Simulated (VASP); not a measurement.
Level of theory: RPBE GGA, VASP's PBE PAW potentials (set 64) (plane waves; VASP 6.6.1).

Input for VASP

**POSCAR**
```
K
1
   -2.6808350000     2.6808350000     2.6808350000
    2.6808350000    -2.6808350000     2.6808350000
    2.6808350000     2.6808350000    -2.6808350000
K
1
Direct
  0.0000000000   0.0000000000   0.0000000000
```

**INCAR**
```
! general
SYSTEM = K
PREC   = Accurate
ENCUT  = 300
LREAL  = .FALSE.
LASPH  = .TRUE.   ! aspherical one-centre terms

! electronic loop
EDIFF  = 1E-6
NELM   = 100   ! most electronic steps
ALGO   = Normal

! smearing
ISMEAR = -1
SIGMA  = 0.1   ! width (eV)

! functional
GGA    = RP   ! RPBE

! ions
ISIF   = 2

! output
LWAVE  = .FALSE.
LCHARG = .FALSE.
```

### KPOINTS
```
Automatic mesh
0
Gamma
12 12 12
0 0 0
```

POTCAR, in this order: K_sv (PBE.64 set). Program: vasp_std.

What VASP printed:

**OUTCAR**
```
 ion  position               nearest neighbor table
   1  0.000  0.000  0.000-
  LATTYP: Found a body centered cubic cell.
 ALAT       =     5.3616700000
 Subroutine PRICEL returns:
 Original cell was already a primitive cell.
 Subroutine GETGRP returns: Found 48 space group operations
The static configuration has the point symmetry O_h .
The dynamic configuration has the point symmetry O_h .
 Subroutine INISYM returns: Found 48 space group operations
 Subroutine IBZKPT returns following result:
 Found     72 irreducible k-points:

 Following reciprocal coordinates:
            Coordinates               Weight
  0.000000  0.000000  0.000000      1.000000
  0.083333  0.000000  0.000000     12.000000
  0.166667  0.000000  0.000000     12.000000
  0.250000  0.000000  0.000000     12.000000
  0.333333  0.000000  0.000000     12.000000
  0.416667  0.000000  0.000000     12.000000
  0.500000  0.000000  0.000000      6.000000
  0.083333  0.083333  0.000000     24.000000
  0.166667  0.083333  0.000000     48.000000
  0.250000  0.083333  0.000000     48.000000
  0.333333  0.083333 -0.000000     48.000000
  0.416667  0.083333  0.000000     48.000000
  0.166667  0.166667  0.000000     24.000000
  0.250000  0.166667  0.000000     48.000000
  0.333333  0.166667  0.000000     48.000000
  0.416667  0.166667  0.000000     24.000000
  0.250000  0.250000  0.000000     24.000000
  0.333333  0.250000  0.000000     48.000000
  0.333333  0.333333  0.000000      8.000000
  0.083333  0.083333  0.083333      8.000000
  0.166667  0.083333  0.083333     24.000000
  0.250000  0.083333  0.083333     24.000000
  0.333333  0.083333  0.083333     24.000000
  0.416667  0.083333  0.083333     12.000000
 -0.083333  0.083333  0.083333      6.000000
...
```

OSZICAR:
```
       N       E                     dE             d eps       ncg     rms          rms(c)
DAV:   1     0.264717749984E+02    0.26472E+02   -0.28691E+03  1232   0.564E+02
DAV:   2    -0.318096766851E+00   -0.26790E+02   -0.26658E+02  1176   0.165E+02
DAV:   3    -0.936376080237E+00   -0.61828E+00   -0.61749E+00  1952   0.210E+01
DAV:   4    -0.942371103468E+00   -0.59950E-02   -0.59930E-02  1728   0.169E+00
DAV:   5    -0.942420243716E+00   -0.49140E-04   -0.49140E-04  2032   0.103E-01    0.175E+00
DAV:   6    -0.944909653072E+00   -0.24894E-02   -0.11548E-03  1696   0.276E-01    0.104E+00
DAV:   7    -0.946807671090E+00   -0.18980E-02   -0.24916E-03  1608   0.419E-01    0.474E-02
DAV:   8    -0.946941441765E+00   -0.13377E-03   -0.12448E-04  1864   0.109E-01    0.103E-02
DAV:   9    -0.946944392890E+00   -0.29511E-05   -0.33055E-06  1696   0.147E-02    0.219E-03
DAV:  10    -0.946944223570E+00    0.16932E-06   -0.35028E-07  1536   0.529E-03
   1 F= -.94694422E+00 E0= -.93359251E+00  d E =-.267034E-01
```

**OUTCAR**
```
------------------------ aborting loop because EDIFF is reached ----------------------------------------
  FORCE on cell =-STRESS in cart. coord.  units (eV):
  Direction    XX          YY          ZZ          XY          YZ          ZX
  --------------------------------------------------------------------------------------
  Total        0.0059789      0.0059789      0.0059789     -0.0000000      0.0000000     -0.0000000
  in kB        0.1242975      0.1242975      0.1242975     -0.0000000      0.0000000     -0.0000000
  external PRESSURE =       0.1242975 kB  Pullay stress =       0.0000000 kB
  volume of cell :       77.07
      direct lattice vectors                 reciprocal lattice vectors
    -2.680835000  2.680835000  2.680835000     0.000000000  0.186509054  0.186509054
     2.680835000 -2.680835000  2.680835000     0.186509054  0.000000000  0.186509054
     2.680835000  2.680835000 -2.680835000     0.186509054  0.186509054  0.000000000
 POSITION                                       TOTAL-FORCE (eV/Angst)
 -----------------------------------------------------------------------------------
      0.00000      0.00000      0.00000         0.000000      0.000000      0.000000
 -----------------------------------------------------------------------------------
    total drift:                                0.000000     -0.000000     -0.000000
  FREE ENERGIE OF THE ION-ELECTRON SYSTEM (eV)
  ---------------------------------------------------
  free  energy   TOTEN  =        -0.9469442236 eV

  energy  without entropy=       -0.9202408020  energy(sigma->0) =       -0.93359251
```
(Selected blocks of OUTCAR.)

At this cut-off the stress carries a Pulay error, which pulls relaxed volumes low.

The structure comes from a computed database's K entry; how it stands against other phases isn't given here. The cell was not relaxed at this level. The run is one of a series of settings (GGA = RP against the base run), some of them coarse on purpose.
